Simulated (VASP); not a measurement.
Level of theory: PBE GGA, VASP's PBE PAW potentials (set 64) (plane waves; VASP 6.6.1).

The input files of a VASP run:

INCAR:
```
LWAVE = .FALSE.
LEPSILON = .TRUE.
LMAXMIX = 4
PREC = Accurate
NELM = 100   # most electronic steps
GGA = PE   # PBE
SYSTEM = FeSi
ENCUT = 400   # plane-wave cut-off (eV)
SIGMA = 0.01   # width (eV)
ISMEAR = 0   # Gaussian
LCHARG = .FALSE.
LASPH = .TRUE.   # aspherical one-centre terms
ALGO = Normal
NSW = 1
EDIFF = 1E-8
IBRION = 8   # DFPT with symmetry
LREAL = .FALSE.   # projection in real space or not
```

POSCAR:
```
FeSi
1
    4.4468161538     0.0000000000    -0.0000000000
    0.0000000000     4.4468161538     0.0000000000
    0.0000000000     0.0000000000     4.4468161538
Fe Si
4 4
Direct
  0.8633903453   0.6366096547   0.3633903453
  0.3633903453   0.8633903453   0.6366096547
  0.1366096547   0.1366096547   0.1366096547
  0.6366096547   0.3633903453   0.8633903453
  0.1590661058   0.3409338942   0.6590661058
  0.6590661058   0.1590661058   0.3409338942
  0.8409338942   0.8409338942   0.8409338942
  0.3409338942   0.6590661058   0.1590661058
```

### KPOINTS
```
Automatic mesh
0
Gamma
7 7 7
0 0 0
```

POTCAR, in this order: Fe Si (PBE.64 set). Program: vasp_std.

The resulting files:

### OSZICAR
```
...
RMM:   4    -0.155968208387E+02    0.38596E+02   -0.41452E+01  7306   0.683E+01    0.362E+00
RMM:   5    -0.180705044457E+02   -0.24737E+01    0.22309E+00  6744   0.208E+01    0.435E+00
RMM:   6    -0.186983855847E+02   -0.62788E+00   -0.28263E-01  7396   0.966E+00    0.111E+00
RMM:   7    -0.189588860069E+02   -0.26050E+00   -0.63748E-01  8973   0.426E+00    0.752E-01
RMM:   8    -0.190103358495E+02   -0.51450E-01   -0.52676E-02  7596   0.191E+00    0.326E-01
RMM:   9    -0.190506087460E+02   -0.40273E-01   -0.16379E-02  8082   0.980E-01    0.229E-01
RMM:  10    -0.190536032560E+02   -0.29945E-02   -0.51858E-03  7967   0.480E-01    0.528E-02
RMM:  11    -0.190554568122E+02   -0.18536E-02   -0.48841E-04  9440   0.191E-01    0.495E-02
RMM:  12    -0.190553738197E+02    0.82993E-04    0.35867E-04  6947   0.111E-01    0.180E-02
RMM:  13    -0.190553646653E+02    0.91544E-05    0.32719E-04  7315   0.896E-02    0.145E-02
RMM:  14    -0.190554659897E+02   -0.10132E-03    0.14169E-04  7873   0.418E-02    0.718E-03
RMM:  15    -0.190554763564E+02   -0.10367E-04    0.60176E-05  9670   0.161E-02    0.986E-03
RMM:  16    -0.190554989113E+02   -0.22555E-04    0.11861E-05  7124   0.117E-02    0.680E-03
RMM:  17    -0.190554985905E+02    0.32082E-06   -0.29236E-05  7954   0.136E-02    0.341E-03
RMM:  18    -0.190554985040E+02    0.86449E-07   -0.38188E-05  9838   0.575E-03    0.291E-03
RMM:  19    -0.190554971405E+02    0.13635E-05   -0.15210E-05  9856   0.277E-03    0.282E-03
RMM:  20    -0.190554968291E+02    0.31132E-06   -0.14724E-05 10070   0.204E-03    0.278E-03
RMM:  21    -0.190554987654E+02   -0.19363E-05   -0.14782E-05  8543   0.277E-03    0.197E-03
RMM:  22    -0.190555016574E+02   -0.28920E-05   -0.26772E-05 12415   0.400E-03    0.769E-04
RMM:  23    -0.190555004215E+02    0.12359E-05   -0.13004E-05 10145   0.208E-03    0.776E-04
RMM:  24    -0.190554994861E+02    0.93533E-06   -0.21671E-05  9084   0.194E-03    0.778E-04
RMM:  25    -0.190555005316E+02   -0.10455E-05   -0.16052E-05  9625   0.209E-03    0.719E-04
 Linear response to external field, progress :
  Direction:   3
       N       E                     dE             d eps       ncg     rms          rms(c)
RMM:   1    -0.505707248015E+01   -0.50571E+01   -0.22896E+01  7081   0.401E+01
RMM:   2    -0.171703144581E+02   -0.12113E+02    0.28720E+01  6676   0.154E+01    0.142E+01
RMM:   3    -0.541784651743E+02   -0.37008E+02   -0.90462E+01  9271   0.849E+01    0.777E+01
RMM:   4    -0.155945026165E+02    0.38584E+02   -0.41454E+01  7305   0.683E+01    0.362E+00
RMM:   5    -0.180689070320E+02   -0.24744E+01    0.22420E+00  6744   0.208E+01    0.435E+00
RMM:   6    -0.186978712218E+02   -0.62896E+00   -0.28082E-01  7398   0.967E+00    0.112E+00
RMM:   7    -0.189588568643E+02   -0.26099E+00   -0.63838E-01  8973   0.426E+00    0.753E-01
RMM:   8    -0.190102708667E+02   -0.51414E-01   -0.52718E-02  7592   0.191E+00    0.325E-01
RMM:   9    -0.190506450057E+02   -0.40374E-01   -0.16566E-02  8091   0.979E-01    0.229E-01
RMM:  10    -0.190535890961E+02   -0.29441E-02   -0.51875E-03  7959   0.480E-01    0.529E-02
RMM:  11    -0.190554601620E+02   -0.18711E-02   -0.51850E-04  9440   0.192E-01    0.494E-02
RMM:  12    -0.190553738104E+02    0.86352E-04    0.35380E-04  6952   0.111E-01    0.180E-02
RMM:  13    -0.190553649170E+02    0.88934E-05    0.32813E-04  7322   0.897E-02    0.143E-02
RMM:  14    -0.190554663684E+02   -0.10145E-03    0.14213E-04  7876   0.418E-02    0.716E-03
RMM:  15    -0.190554767559E+02   -0.10387E-04    0.61760E-05  9679   0.160E-02    0.978E-03
RMM:  16    -0.190554996261E+02   -0.22870E-04    0.65806E-06  7135   0.116E-02    0.677E-03
RMM:  17    -0.190554988590E+02    0.76715E-06   -0.32050E-05  7956   0.135E-02    0.342E-03
RMM:  18    -0.190554987126E+02    0.14637E-06   -0.39886E-05  9845   0.571E-03    0.291E-03
RMM:  19    -0.190554972573E+02    0.14553E-05   -0.18491E-05  9851   0.277E-03    0.282E-03
RMM:  20    -0.190554970128E+02    0.24451E-06   -0.21645E-05 10071   0.204E-03    0.277E-03
RMM:  21    -0.190554990783E+02   -0.20654E-05   -0.20835E-05  8602   0.285E-03    0.192E-03
RMM:  22    -0.190555016375E+02   -0.25593E-05   -0.32106E-05 12414   0.402E-03    0.742E-04
RMM:  23    -0.190555004840E+02    0.11535E-05   -0.17954E-05 10154   0.208E-03    0.749E-04
RMM:  24    -0.190554994326E+02    0.10515E-05   -0.23760E-05  9129   0.194E-03    0.755E-04
RMM:  25    -0.190555007538E+02   -0.13212E-05   -0.22510E-05  9629   0.215E-03    0.677E-04
 Linear response DOF=           2
 Linear response progress:
  Degree of freedom:   1/  2
       N       E                     dE             d eps       ncg     rms          rms(c)
RMM:   1    -0.175885440158E+00   -0.17589E+00   -0.12060E-01 15937   0.212E+00
RMM:   2    -0.168432703047E+00    0.74527E-02   -0.32759E-03 10807   0.871E-01    0.237E-01
RMM:   3    -0.168656837872E+00   -0.22413E-03   -0.20934E-03 14380   0.324E-01    0.248E-01
RMM:   4    -0.168830110544E+00   -0.17327E-03   -0.21471E-03 13188   0.455E-01    0.264E-01
RMM:   5    -0.168963692586E+00   -0.13358E-03   -0.79140E-04 12043   0.278E-01    0.276E-02
RMM:   6    -0.169118007682E+00   -0.15432E-03   -0.30343E-04 15112   0.118E-01    0.532E-02
RMM:   7    -0.169107271742E+00    0.10736E-04   -0.44377E-05 11637   0.694E-02    0.189E-02
RMM:   8    -0.169074908888E+00    0.32363E-04   -0.23389E-05 13019   0.386E-02    0.112E-02
RMM:   9    -0.169044268415E+00    0.30640E-04   -0.23567E-05 14205   0.279E-02    0.674E-03
RMM:  10    -0.169078392117E+00   -0.34124E-04   -0.36723E-06 11601   0.173E-02    0.682E-03
RMM:  11    -0.169083055677E+00   -0.46636E-05   -0.17890E-06 13029   0.103E-02    0.253E-03
RMM:  12    -0.169071727805E+00    0.11328E-04   -0.92976E-07 16198   0.455E-03    0.117E-03
RMM:  13    -0.169068106755E+00    0.36210E-05   -0.23632E-07 12436   0.411E-03    0.358E-04
RMM:  14    -0.169066675886E+00    0.14309E-05   -0.23669E-07 17121   0.191E-03    0.605E-04
RMM:  15    -0.169066554866E+00    0.12102E-06   -0.34448E-08 12588   0.126E-03    0.278E-04
RMM:  16    -0.169066482723E+00    0.72143E-07   -0.38168E-08 15847   0.916E-04    0.808E-05
RMM:  17    -0.169066474909E+00    0.78145E-08   -0.78258E-09 16998   0.302E-04    0.798E-05
 Linear response progress:
  Degree of freedom:   2/  2
       N       E                     dE             d eps       ncg     rms          rms(c)
RMM:   1    -0.279642118173E-01   -0.27964E-01    0.32102E-02 26825   0.129E+00
RMM:   2    -0.214643917786E-01    0.64998E-02   -0.23242E-04 10883   0.799E-01    0.161E-01
RMM:   3    -0.254667624832E-01   -0.40024E-02   -0.10048E-02 13419   0.949E-01    0.731E-01
RMM:   4    -0.219897932396E-01    0.34770E-02   -0.47139E-03 12310   0.717E-01    0.626E-02
RMM:   5    -0.221741099319E-01   -0.18432E-03   -0.86394E-04 15384   0.179E-01    0.649E-02
RMM:   6    -0.221924179020E-01   -0.18308E-04   -0.79284E-05 11569   0.959E-02    0.299E-02
RMM:   7    -0.221908390743E-01    0.15788E-05   -0.29862E-05 12874   0.479E-02    0.162E-02
RMM:   8    -0.221903189252E-01    0.52015E-06   -0.12098E-05 12434   0.304E-02    0.692E-03
RMM:   9    -0.222032037976E-01   -0.12885E-04   -0.67153E-06 16552   0.132E-02    0.298E-03
RMM:  10    -0.222028672105E-01    0.33659E-06   -0.88215E-07 11632   0.763E-03    0.426E-03
RMM:  11    -0.222012830050E-01    0.15842E-05   -0.16934E-07 11293   0.759E-03    0.144E-03
RMM:  12    -0.222012990924E-01   -0.16087E-07   -0.17726E-07 12753   0.402E-03    0.367E-04
RMM:  13    -0.222011847422E-01    0.11435E-06   -0.11400E-07 16426   0.143E-03    0.417E-04
RMM:  14    -0.222011461580E-01    0.38584E-07   -0.34099E-09 16677   0.390E-04    0.453E-04
RMM:  15    -0.222011806921E-01   -0.34534E-07   -0.11533E-08 13643   0.267E-04    0.404E-04
 Linear response finished
```

File OUTCAR:
```
------------------------ aborting loop because EDIFF is reached ----------------------------------------

 HEAD OF MICROSCOPIC STATIC DIELECTRIC TENSOR (INDEPENDENT PARTICLE, excluding Hartree and local field effects)
 ------------------------------------------------------
          85.060884     0.000000     0.000000
           0.000000    85.060884     0.000000
           0.000000     0.000000    85.060884
 ------------------------------------------------------

 MACROSCOPIC STATIC DIELECTRIC TENSOR (including local field effects in DFT)
 ------------------------------------------------------
          77.697072     0.000000     0.000000
           0.000000    77.697072    -0.000000
           0.000000     0.000000    77.697072
 ------------------------------------------------------

 PIEZOELECTRIC TENSOR (including local field effects)  for field in x, y, z        (e  Angst)
          XX          YY          ZZ          XY          YZ          ZX
  --------------------------------------------------------------------------------
  x     0.00000    -0.00000    -0.00000     0.00000     2.17962     0.00000
  y    -0.00000    -0.00000     0.00000     0.00000     0.00000     2.17962
  z     0.00000    -0.00000     0.00000     2.17962     0.00000     0.00000

 PIEZOELECTRIC TENSOR (including local field effects)  for field in x, y, z        (C/m^2)
          XX          YY          ZZ          XY          YZ          ZX
  --------------------------------------------------------------------------------
  x     0.00000    -0.00000    -0.00000     0.00000     0.39714     0.00000
  y    -0.00000    -0.00000     0.00000     0.00000     0.00000     0.39714
  z     0.00000    -0.00000     0.00000     0.39714     0.00000     0.00000

 BORN EFFECTIVE CHARGES (including local field effects) (in |e|, cummulative output)
 ---------------------------------------------------------------------------------
 ion    1
    1    -4.34381    -0.86502    -0.34268
    2     0.34268    -4.34381    -0.86502
    3     0.86502     0.34268    -4.34381
 ion    2
    1    -4.34381     0.86502     0.34268
    2    -0.34268    -4.34381    -0.86502
    3    -0.86502     0.34268    -4.34381
 ion    3
    1    -4.34381     0.86502    -0.34268
    2    -0.34268    -4.34381     0.86502
    3     0.86502    -0.34268    -4.34381
 ion    4
    1    -4.34381    -0.86502     0.34268
    2     0.34268    -4.34381     0.86502
    3    -0.86502    -0.34268    -4.34381
 ion    5
    1     4.34381    -0.12445    -0.42658
    2     0.42658     4.34381    -0.12445
    3     0.12445     0.42658     4.34381
 ion    6
    1     4.34381     0.12445     0.42658
    2    -0.42658     4.34381    -0.12445
    3    -0.12445     0.42658     4.34381
 ion    7
    1     4.34381     0.12445    -0.42658
    2    -0.42658     4.34381     0.12445
    3     0.12445    -0.42658     4.34381
 ion    8
    1     4.34381    -0.12445     0.42658
    2     0.42658     4.34381     0.12445
    3    -0.12445    -0.42658     4.34381

   1 f  =   13.965477 THz    87.747682 2PiTHz  465.838184 cm-1    57.756548 meV
             X         Y         Z           dx          dy          dz
      3.839338  2.830886  1.615930    -0.056752    0.165021   -0.162619
      1.615930  3.839338  2.830886    -0.039001    0.194931   -0.068466
      0.607478  0.607478  0.607478     0.043092   -0.063479   -0.194337
      2.830886  1.615930  3.839338    -0.138845   -0.093390   -0.100185
      0.707338  1.516070  2.930746     0.401276   -0.423933    0.372069
      2.930746  0.707338  1.516070    -0.266193   -0.256340    0.176403
      3.739478  3.739478  3.739478     0.193782    0.280684    0.194345
      1.516070  2.930746  0.707338    -0.058699    0.113091   -0.001321

   2 f  =   13.965477 THz    87.747682 2PiTHz  465.838184 cm-1    57.756548 meV
             X         Y         Z           dx          dy          dz
      3.839338  2.830886  1.615930    -0.203342   -0.028423   -0.016977
      1.615930  3.839338  2.830886    -0.016734    0.040323    0.199421
      0.607478  0.607478  0.607478    -0.059445    0.174767   -0.062691
      2.830886  1.615930  3.839338    -0.160631    0.106021    0.153707
      0.707338  1.516070  2.930746     0.185102   -0.156123    0.256481
      2.930746  0.707338  1.516070     0.125369    0.229068   -0.193232
      3.739478  3.739478  3.739478    -0.113943   -0.050331    0.000342
      1.516070  2.930746  0.707338     0.424414   -0.435522   -0.449372

   3 f  =   13.965477 THz    87.747682 2PiTHz  465.838184 cm-1    57.756548 meV
             X         Y         Z           dx          dy          dz
      3.839338  2.830886  1.615930     0.033612   -0.132887   -0.137716
      1.615930  3.839338  2.830886    -0.209517   -0.077939    0.035249
      0.607478  0.607478  0.607478    -0.200769   -0.105478   -0.063257
      2.830886  1.615930  3.839338     0.024863   -0.160426    0.109709
      0.707338  1.516070  2.930746    -0.094954   -0.014420   -0.009119
      2.930746  0.707338  1.516070     0.343111    0.293461   -0.368571
      3.739478  3.739478  3.739478     0.392131    0.350692    0.408082
      1.516070  2.930746  0.707338    -0.143974    0.042811    0.048630

   4 f  =   12.040234 THz    75.651019 2PiTHz  401.618963 cm-1    49.794383 meV
             X         Y         Z           dx          dy          dz
      3.839338  2.830886  1.615930     0.036110   -0.036110    0.036110
      1.615930  3.839338  2.830886     0.036110    0.036110   -0.036110
      0.607478  0.607478  0.607478    -0.036110   -0.036110   -0.036110
      2.830886  1.615930  3.839338    -0.036110    0.036110    0.036110
      0.707338  1.516070  2.930746    -0.286408    0.286408   -0.286408
      2.930746  0.707338  1.516070    -0.286408   -0.286408    0.286408
      3.739478  3.739478  3.739478     0.286408    0.286408    0.286408
      1.516070  2.930746  0.707338     0.286408   -0.286408   -0.286408

   5 f  =   10.861227 THz    68.243105 2PiTHz  362.291550 cm-1    44.918407 meV
...
```
(Selected blocks of OUTCAR.)

### OUTCAR
```
 val. band max:        9.7336727472   @ k =  -0.1429   0.2857   0.0000

 cond. band min:       9.8963203030   @ k =   0.2857   0.2857   0.0000


 Fermi energy:         9.8188237793

 k-point     1 :       0.0000    0.0000    0.0000
  band No.  band energies     occupation
      1      -3.5158      2.00000
      2       1.8424      2.00000
      3       1.8424      2.00000
      4       1.8424      2.00000
      5       4.6795      2.00000
      6       4.6795      2.00000
      7       4.6795      2.00000
      8       6.2729      2.00000
      9       6.2729      2.00000
     10       6.2729      2.00000
     11       6.7659      2.00000
     12       6.9764      2.00000
     13       6.9764      2.00000
     14       7.3374      2.00000
     15       7.3374      2.00000
     16       7.3374      2.00000
     17       7.8812      2.00000
     18       7.8812      2.00000
     19       7.8812      2.00000
     20       9.4504      2.00000
     21       9.4504      2.00000
     22       9.4504      2.00000
     23       9.6929      2.00000
     24       9.6929      2.00000
     25      10.3950      0.00000
     26      10.3950      0.00000
     27      10.3950      0.00000
     28      12.7669      0.00000
     29      12.7669      0.00000

 k-point     2 :       0.1429    0.0000    0.0000
  band No.  band energies     occupation
      1      -3.3643      2.00000
      2       0.9526      2.00000
      3       1.9318      2.00000
      4       2.4828      2.00000
      5       4.1617      2.00000
      6       4.7737      2.00000
      7       5.3132      2.00000
      8       5.6110      2.00000
      9       5.9446      2.00000
     10       6.6892      2.00000
     11       6.9511      2.00000
     12       6.9939      2.00000
     13       7.1509      2.00000
     14       7.3062      2.00000
     15       7.3807      2.00000
     16       7.3877      2.00000
     17       7.7271      2.00000
     18       7.8448      2.00000
     19       8.1218      2.00000
...
```

The dielectric response may not be converged in the k-mesh; for small gaps it tends to come out too large.

The compound is FeSi in the B20 structure. It was relaxed first. The run is not spin-polarised, so no magnetic state was tried.
